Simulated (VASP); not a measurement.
BrCIH2, in a box:

```
CELL_PARAMETERS angstrom
13.00000 0.00000 0.00000
0.00000 11.00000 0.00000
0.00000 0.00000 12.00000
ATOMIC_POSITIONS crystal
Br 0.37669 0.47731 0.53087
C 0.51786 0.49302 0.48617
I 0.62531 0.41475 0.59882
H 0.53558 0.58907 0.48019
H 0.52708 0.44716 0.40685
```

Base run:

* Program: VASP 6.6.1
* Functional: PBE
* Dispersion: D4
* Potentials or basis: VASP PAW PBE potentials, release 64 (Br, C, I, H)
* Cutoff: 520 eV
* k mesh: 1 × 1 × 1
* Occupations: gaussian, width 0.01 eV
* Spin: no spin polarisation

Its results: gap between the frontier levels 3.99 eV; largest force 0.397 eV/Å.

The run is repeated on the same cell with these changes: functional from PBE to SCAN; further incar settings from ALGO = Normal; EDIFF = 1e-06; NBANDS = 18 to ALGO = Normal; EDIFF = 1e-07; NBANDS = 18. What comes out?

Gap between the frontier levels 4.44 eV; largest force 0.236 eV/Å.

Caveats: spin-orbit coupling is left out, which moves the levels of the heavy elements; the PAW data sets were made with another functional, which shifts forces and pressure a little (some runs).

